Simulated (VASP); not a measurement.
An input for Ansatz (written as the equivalent of a VASP run, and not itself run):

Ansatz 0.2 input:
```yaml
crystal:
  lattice:
    - [4.3908082, 0.0000000, 0.0000000]
    - [0.0000000, 4.3908082, 0.0000000]
    - [0.0000000, 0.0000000, 4.3908082]
  atoms:
    - { symbol: Cs, position: [0.0000000, 0.0000000, 0.0000000] }
    - { symbol: Br, position: [0.5000000, 0.5000000, 0.5000000] }
kpoints:
  mp_grid: { grid: [6, 6, 6] }
hamiltonian:
  xc: pbe
  pseudopotentials: { kind: paw }
scf:
  occupations: { method: gaussian, width: 0.05 }
  max_iter: 100
relax:
  max_steps: 60
  f_tol: 0.01
  cell: {}
output: { forces: true, stress: true, eigenvalues: true }
```

**Question.** Translate this input to VASP (INCAR, KPOINTS, POSCAR, choice of POTCAR).

**Answer.** Several could match; the one computed here: 
### KPOINTS
```
Automatic mesh
0
Gamma
6 6 6
0 0 0
```

### POSCAR
```
CsBr
1.0
  4.3908082423   0.0000000000   0.0000000000
  0.0000000000   4.3908082423   0.0000000000
  0.0000000000   0.0000000000   4.3908082423
Cs Br
1 1
Cart
  0.0000000000   0.0000000000   0.0000000000
  2.1954041212   2.1954041212   2.1954041212
```

INCAR:
```
# general
SYSTEM  = CsBr
PREC    = Accurate
ENCUT   = 520
LREAL   = .FALSE.
LASPH   = .TRUE.

# electronic loop
EDIFF   = 1E-6
NELM    = 100
ALGO    = Normal
LMAXMIX = 4

# smearing
ISMEAR  = 0
SIGMA   = 0.05

# functional
GGA     = PE

# ions
IBRION  = 2
NSW     = 60
ISIF    = 3
EDIFFG  = -0.01

# output
LWAVE   = .FALSE.
LCHARG  = .FALSE.
```

POTCAR, in this order: Cs_sv Br (PBE.64 set). Program: vasp_std.

Limits of the translation: each code has its own PAW files, so the cut-off isn't converted (ENCUT is set for VASP's; basis.ecutwfc is left out, and Ansatz then takes the one that its files recommend); Ansatz stops its SCF on the density residual and VASP on the energy change (EDIFF).

The compound is CsBr in the CsCl type structure. It was relaxed first, which changed the volume by +7 %. The start is the result of an earlier pass.
